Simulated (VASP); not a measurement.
Consider the following.

```xyz
4
Lattice="1.2564 -2.1762 0.0000 1.2564 2.1762 0.0000 0.0000 0.0000 7.6483" Properties=species:S:1:pos:R:3 pbc="T T T"
B      1.2564     0.7254     1.9121
B      1.2564    -0.7254     5.7362
N      1.2564    -0.7254     1.9121
N      1.2564     0.7254     5.7362
```

Method: PBE GGA, VASP's PBE PAW potentials (set 64) (plane waves; VASP). Numerical set-up: 520 eV cut-off, Gaussian smearing of 0.050 eV, potentials B N.

Without a dispersion term in the relaxation, distances and binding between the weakly bound layers, chains or molecules are unreliable, and so is what depends on them.

### Question
Give the energies of bands 3 to 11 at the high-symmetry points, in eV from the valence-band maximum.

### Answer

```tsv
band	Γ	M	K	A	L	H
3	-5.68	-8.85	-7.87	-5.21	-8.85	-7.85
4	-4.66	-8.83	-7.82	-5.21	-8.85	-7.85
5	-1.35	-4.12	-7.15	-1.35	-4.12	-7.15
6	-1.35	-4.11	-7.15	-1.35	-4.12	-7.15
7	-1.34	-1.12	-0.02	-1.35	-0.90	0.00
8	-1.34	-0.69	-0.02	-1.35	-0.90	0.00
9	4.62	4.46	4.69	6.26	4.75	4.64
10	8.66	5.16	4.69	6.26	4.75	4.64
11	11.00	9.39	11.20	11.51	9.72	12.07
```

The gap is indirect, 4.46 eV, from the valence maximum at M-K at 0.89 to the conduction minimum at M.

The compound is BN in the hex structure. It was relaxed first, which changed the volume by +16 %.
